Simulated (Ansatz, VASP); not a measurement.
# Cross-check of NaMgBr3 between VASP and Ansatz, part 2 of 3

One calculation is typed for both programs; each brings its own data sets. How far apart do they land? The cell is generated by rule, not measured, and may not be a known phase. The cell is taken from a series of runs on this material, whose earlier steps may have relaxed, scaled, displaced or heated it; both programs get it as it stands.

VASP 6.6.1 and Ansatz 0.2.0.

So far: Set-up; VASP: zone-centre phonons, PBE.

### Step 2. VASP: zone-centre phonons, PBE (continued)

Level of this step: PBE; plane waves and PAW (Na_pv, Mg, Br); invented cell (VASP).

OUTCAR, selected parts (step 2):

```text
ion  position               nearest neighbor table
   1  0.000  0.000  0.798-
   2  0.500  0.500  0.510-   4 2.61   3 2.70   5 2.70   3 2.70   5 2.70   4 2.76
   3  0.500  0.000  0.543-   2 2.70   2 2.70
   4  0.500  0.500  0.024-   2 2.61   2 2.76
   5  0.000  0.500  0.543-   2 2.70   2 2.70

  LATTYP: Found a simple tetragonal cell.
 ALAT       =     5.3917986320
 C/A-ratio  =     0.9962877624

 Subroutine GETGRP returns: Found  8 space group operations
 (whereof  8 operations were pure point group operations)

The static configuration has the point symmetry C_4v.

 Found     18 irreducible k-points:

   k-points           NKPTS =     18   k-points in BZ     NKDIM =     18   number of bands    NBANDS=     21

   dimension x,y,z NGX =    48 NGY =   48 NGZ =   48
   dimension x,y,z NGXF=    96 NGYF=   96 NGZF=   96

   ENCUT  =  600.0 eV  44.10 Ry    6.64 a.u.  10.77 10.77 10.73*2*pi/ulx,y,z

   NELECT =      30.0000    total number of electrons

 k-points in reciprocal lattice and weights: Automatic mesh
   0.00000000  0.00000000  0.00000000       0.016
   0.25000000  0.00000000  0.00000000       0.062
   0.50000000  0.00000000  0.00000000       0.031
   0.25000000  0.25000000  0.00000000       0.062
   0.50000000  0.25000000  0.00000000       0.062
   0.50000000  0.50000000  0.00000000       0.016
   0.00000000  0.00000000  0.25000000       0.031
   0.25000000  0.00000000  0.25000000       0.125
   0.50000000  0.00000000  0.25000000       0.062
[...]
0.50000000  0.25000000  0.50000000       0.062
   0.50000000  0.50000000  0.50000000       0.016

 average (electrostatic) potential at core
       1 -49.1865       2 -41.6129       3 -64.6888       4 -64.2328       5 -64.6888

  Total       -0.0635908     -0.0635908     -0.0678381      0.0000000     -0.0000000      0.0000000
  in kB       -0.6524075     -0.6524075     -0.6959831      0.0000000     -0.0000000      0.0000000
  external PRESSURE =      -0.6669327 kB  Pullay stress =       0.0000000 kB

  energy-cutoff  :      600.00
  volume of cell :      156.17
      direct lattice vectors                 reciprocal lattice vectors
     5.391798632  0.000000000  0.000000000     0.185466867  0.000000000  0.000000000
     0.000000000  5.391798632  0.000000000     0.000000000  0.185466867  0.000000000
     0.000000000  0.000000000  5.371782995     0.000000000  0.000000000  0.186157930

 POSITION                                       TOTAL-FORCE (eV/Angst)
 -----------------------------------------------------------------------------------
      0.00000      0.00000      4.28444         0.000000     -0.000000      0.001941
      2.69590      2.69590      2.74133         0.000000      0.000000      0.001411
      2.69590      0.00000      2.91570         0.000000     -0.000000     -0.002091
      2.69590      2.69590      0.13010         0.000000     -0.000000      0.000830
      0.00000      2.69590      2.91570         0.000000     -0.000000     -0.002091
[...]
2     0.00000    -0.75590    -0.00000
    3     0.00000     0.00000    -2.22157
 ion    5
    1    -2.05661     0.00000     0.00000
    2     0.00000    -0.92344     0.00000
    3     0.00000     0.00000    -0.63382

 Eigenvectors and eigenvalues of the dynamical matrix
 ----------------------------------------------------

   1 f  =    5.441893 THz    34.192422 2PiTHz  181.522013 cm-1    22.505851 meV
             X         Y         Z           dx          dy          dz
      0.000000  0.000000  4.284435     0.000000   -0.000000    0.038579
      2.695899  2.695899  2.741330    -0.000000    0.000000   -0.754509
      2.695899  0.000000  2.915702    -0.000000   -0.000000   -0.119115
      2.695899  2.695899  0.130101    -0.000000    0.000000    0.633128
      0.000000  2.695899  2.915702     0.000000    0.000000   -0.119115

   2 f  =    5.203498 THz    32.694543 2PiTHz  173.570013 cm-1    21.519929 meV
             X         Y         Z           dx          dy          dz
      0.000000  0.000000  4.284435    -0.058010    0.013906    0.000000
      2.695899  2.695899  2.741330     0.723639   -0.173468   -0.000000
      2.695899  0.000000  2.915702     0.134456    0.149014   -0.000000
      2.695899  2.695899  0.130101     0.118932   -0.028510    0.000000
      0.000000  2.695899  2.915702    -0.621624   -0.032231   -0.000000

   3 f  =    5.203498 THz    32.694543 2PiTHz  173.570013 cm-1    21.519929 meV
             X         Y         Z           dx          dy          dz
      0.000000  0.000000  4.284435     0.013906    0.058010   -0.000000
      2.695899  2.695899  2.741330    -0.173468   -0.723639   -0.000000
      2.695899  0.000000  2.915702    -0.032231    0.621624   -0.000000
      2.695899  2.695899  0.130101    -0.028510   -0.118932    0.000000
      0.000000  2.695899  2.915702     0.149014   -0.134456   -0.000000

   4 f  =    3.213176 THz    20.188978 2PiTHz  107.180004 cm-1    13.288621 meV
             X         Y         Z           dx          dy          dz
      0.000000  0.000000  4.284435    -0.336985   -0.742908    0.000000
      2.695899  2.695899  2.741330    -0.051285   -0.113061    0.000000
      2.695899  0.000000  2.915702     0.230046    0.032070    0.000000
      2.695899  2.695899  0.130101    -0.036368   -0.080176    0.000000
      0.000000  2.695899  2.915702     0.014547    0.507153    0.000000

   5 f  =    3.213176 THz    20.188978 2PiTHz  107.180004 cm-1    13.288621 meV
             X         Y         Z           dx          dy          dz
      0.000000  0.000000  4.284435    -0.742908    0.336985   -0.000000
      2.695899  2.695899  2.741330    -0.113061    0.051285   -0.000000
      2.695899  0.000000  2.915702     0.507153   -0.014547    0.000000
      2.695899  2.695899  0.130101    -0.080176    0.036368   -0.000000
      0.000000  2.695899  2.915702     0.032070   -0.230046   -0.000000

   6 f  =    2.733080 THz    17.172445 2PiTHz   91.165722 cm-1    11.303104 meV
             X         Y         Z           dx          dy          dz
      0.000000  0.000000  4.284435    -0.000000   -0.000000   -0.844533
      2.695899  2.695899  2.741330     0.000000    0.000000   -0.225787
      2.695899  0.000000  2.915702    -0.000000    0.000000    0.337313
      2.695899  2.695899  0.130101    -0.000000   -0.000000   -0.090691
      0.000000  2.695899  2.915702     0.000000   -0.000000    0.337313

   7 f  =    2.602096 THz    16.349450 2PiTHz   86.796571 cm-1    10.761398 meV
             X         Y         Z           dx          dy          dz
      0.000000  0.000000  4.284435     0.182412    0.208551   -0.000000
      2.695899  2.695899  2.741330    -0.385086   -0.440269    0.000000
      2.695899  0.000000  2.915702     0.242809   -0.418977    0.000000
      2.695899  2.695899  0.130101     0.242119    0.276814    0.000000
      0.000000  2.695899  2.915702    -0.366463    0.277603    0.000000

   8 f  =    2.602096 THz    16.349450 2PiTHz   86.796571 cm-1    10.761398 meV
             X         Y         Z           dx          dy          dz
      0.000000  0.000000  4.284435    -0.208551    0.182412    0.000000
      2.695899  2.695899  2.741330     0.440269   -0.385086   -0.000000
      2.695899  0.000000  2.915702    -0.277603   -0.366463   -0.000000
      2.695899  2.695899  0.130101    -0.276814    0.242119   -0.000000
      0.000000  2.695899  2.915702     0.418977    0.242809   -0.000000

   9 f  =    2.347465 THz    14.749556 2PiTHz   78.302993 cm-1     9.708329 meV
             X         Y         Z           dx          dy          dz
      0.000000  0.000000  4.284435     0.000000   -0.000000    0.449954
      2.695899  2.695899  2.741330    -0.000000    0.000000   -0.544110
      2.695899  0.000000  2.915702     0.000000    0.000000    0.305784
      2.695899  2.695899  0.130101     0.000000   -0.000000   -0.560784
      0.000000  2.695899  2.915702    -0.000000   -0.000000    0.305784

  10 f  =    1.585162 THz     9.959864 2PiTHz   52.875299 cm-1     6.555699 meV
             X         Y         Z           dx          dy          dz
      0.000000  0.000000  4.284435    -0.000000    0.000000    0.000000
      2.695899  2.695899  2.741330    -0.000000    0.000000    0.000000
      2.695899  0.000000  2.915702    -0.000000    0.000000   -0.707107
      2.695899  2.695899  0.130101    -0.000000    0.000000    0.000000
      0.000000  2.695899  2.915702     0.000000   -0.000000    0.707107

  11 f  =    0.760945 THz     4.781156 2PiTHz   25.382381 cm-1     3.147013 meV
             X         Y         Z           dx          dy          dz
      0.000000  0.000000  4.284435    -0.420123    0.046488    0.000000
      2.695899  2.695899  2.741330    -0.058640    0.006489   -0.000000
      2.695899  0.000000  2.915702    -0.511775   -0.000180    0.000000
      2.695899  2.695899  0.130101     0.738949   -0.081768   -0.000000
      0.000000  2.695899  2.915702     0.001626    0.056630   -0.000000

  12 f  =    0.760945 THz     4.781156 2PiTHz   25.382381 cm-1     3.147013 meV
             X         Y         Z           dx          dy          dz
      0.000000  0.000000  4.284435    -0.046488   -0.420123   -0.000000
      2.695899  2.695899  2.741330    -0.006489   -0.058640   -0.000000
      2.695899  0.000000  2.915702    -0.056630    0.001626   -0.000000
      2.695899  2.695899  0.130101     0.081768    0.738949   -0.000000
      0.000000  2.695899  2.915702     0.000180   -0.511775   -0.000000

  13 f/i=    0.013590 THz     0.085389 2PiTHz    0.453318 cm-1     0.056204 meV
             X         Y         Z           dx          dy          dz
      0.000000  0.000000  4.284435    -0.000000    0.000000    0.287781
      2.695899  2.695899  2.741330    -0.000000    0.000000    0.289276
      2.695899  0.000000  2.915702    -0.000000    0.000000    0.527758
      2.695899  2.695899  0.130101    -0.000000    0.000000    0.525781
      0.000000  2.695899  2.915702    -0.000000    0.000000    0.527758

  14 f/i=    0.014665 THz     0.092141 2PiTHz    0.489162 cm-1     0.060648 meV
             X         Y         Z           dx          dy          dz
      0.000000  0.000000  4.284435    -0.248828    0.116719   -0.000000
      2.695899  2.695899  2.741330    -0.264314    0.123983   -0.000000
      2.695899  0.000000  2.915702    -0.470098    0.224836   -0.000000
      2.695899  2.695899  0.130101    -0.486966    0.228422   -0.000000
      0.000000  2.695899  2.915702    -0.479320    0.220510   -0.000000

  15 f/i=    0.014665 THz     0.092141 2PiTHz    0.489162 cm-1     0.060648 meV
             X         Y         Z           dx          dy          dz
      0.000000  0.000000  4.284435     0.116719    0.248828   -0.000000
      2.695899  2.695899  2.741330     0.123983    0.264314   -0.000000
      2.695899  0.000000  2.915702     0.220510    0.479320   -0.000000
      2.695899  2.695899  0.130101     0.228422    0.486966   -0.000000
      0.000000  2.695899  2.915702     0.224836    0.470098   -0.000000

 MACROSCOPIC STATIC DIELECTRIC TENSOR IONIC CONTRIBUTION
 ------------------------------------------------------
          18.213075     0.000000     0.000000
           0.000000    18.213075    -0.000000
           0.000000    -0.000000     6.662813
 ------------------------------------------------------

 ELASTIC MODULI CONTR FROM IONIC RELAXATION (kBar)
 Direction    XX          YY          ZZ          XY          YZ          ZX
 --------------------------------------------------------------------------------
 XX         -85.3751    -74.7602      6.7258      0.0000      0.0000     -0.0000
 YY         -74.7602    -85.3751      6.7258      0.0000      0.0000     -0.0000
 ZZ           6.7258      6.7258   -110.9160      0.0000      0.0000     -0.0000
 XY           0.0000      0.0000      0.0000      0.0000      0.0000      0.0000
 YZ           0.0000      0.0000      0.0000      0.0000    -52.0922     -0.0000
 ZX          -0.0000     -0.0000     -0.0000      0.0000     -0.0000    -51.9396
 --------------------------------------------------------------------------------

 PIEZOELECTRIC TENSOR IONIC CONTR  for field in x, y, z        (C/m^2)
          XX          YY          ZZ          XY          YZ          ZX
  --------------------------------------------------------------------------------
  x    -0.00000    -0.00000    -0.00000     0.00000    -0.00000    -0.62938
  y     0.00000     0.00000     0.00000     0.00000    -0.63781    -0.00000
  z    -0.21895    -0.21895    -0.74570     0.00000     0.00000    -0.00000
```

(Continued in part 3 of 3.)

[Lines on the potential files, build, host, timing and source positions are cut from VASP's logs without a mark.]

[Logs are printed without paths, hosts, clocks, repeated set-up lines and the standing remarks that a program may print on its own settings, such as how far it seeks lower states.]

[Hosts, paths, dates, database ids (printed as entryN), source tags and the programs' standing remarks are cut or masked in the printed files.]
